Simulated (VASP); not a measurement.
Here is the system:

```yaml
crystal:
  lattice:
    - [2.23401, -3.83436, 0.00000]
    - [2.23401, 3.83436, 0.00000]
    - [0.00000, 0.00000, 4.57724]
  atoms:
    - { symbol: Ga, position: [0.15563, 0.84437, 0.91747] }
    - { symbol: Ga, position: [0.34437, 0.65563, 0.41747] }
    - { symbol: Ga, position: [0.65563, 0.34437, 0.58253] }
    - { symbol: Ga, position: [0.84437, 0.15563, 0.08253] }
```

Computed with optB86b-vdW, VASP's PBE PAW potentials (set 64) (plane waves; VASP). Run with 520 eV cut-off, Gaussian smearing of 0.050 eV, potentials Ga_d.

### Question
Give the energies of bands 21 to 30 at the high-symmetry points, in eV from the Fermi level.

### Answer

```json
[
 {"band": "21", "Γ": "-11.08", "Y": "-9.40", "C0": "-8.58", "Z": "-9.28", "A0": "-6.90", "T": "-7.67", "S": "-8.59", "R": "-7.22"},
 {"band": "22", "Γ": "-4.43", "Y": "-7.30", "C0": "-7.62", "Z": "-9.28", "A0": "-6.90", "T": "-7.67", "S": "-8.59", "R": "-7.22"},
 {"band": "23", "Γ": "-3.91", "Y": "-4.11", "C0": "-6.56", "Z": "-0.14", "A0": "-6.07", "T": "-5.41", "S": "-3.53", "R": "-6.28"},
 {"band": "24", "Γ": "-1.64", "Y": "-3.17", "C0": "-1.30", "Z": "-0.14", "A0": "-6.07", "T": "-5.41", "S": "-3.53", "R": "-6.28"},
 {"band": "25", "Γ": "-1.63", "Y": "-2.02", "C0": "-1.18", "Z": "0.03", "A0": "-3.62", "T": "-1.22", "S": "-1.47", "R": "-1.56"},
 {"band": "26", "Γ": "-0.79", "Y": "-1.66", "C0": "-0.29", "Z": "0.03", "A0": "-3.62", "T": "-1.22", "S": "-1.47", "R": "-1.56"},
 {"band": "27", "Γ": "0.89", "Y": "1.05", "C0": "-0.27", "Z": "0.05", "A0": "4.22", "T": "-0.81", "S": "0.61", "R": "0.47"},
 {"band": "28", "Γ": "0.97", "Y": "1.05", "C0": "0.83", "Z": "0.05", "A0": "4.22", "T": "-0.81", "S": "0.61", "R": "0.47"},
 {"band": "29", "Γ": "1.15", "Y": "3.31", "C0": "1.88", "Z": "1.95", "A0": "5.05", "T": "6.29", "S": "4.00", "R": "7.13"},
 {"band": "30", "Γ": "5.02", "Y": "3.67", "C0": "2.95", "Z": "1.95", "A0": "5.05", "T": "6.29", "S": "4.00", "R": "7.15"}
]
```

It has no gap at this level: it comes out as a metal or semimetal.

The compound is Ga in the alpha structure. It was relaxed first.
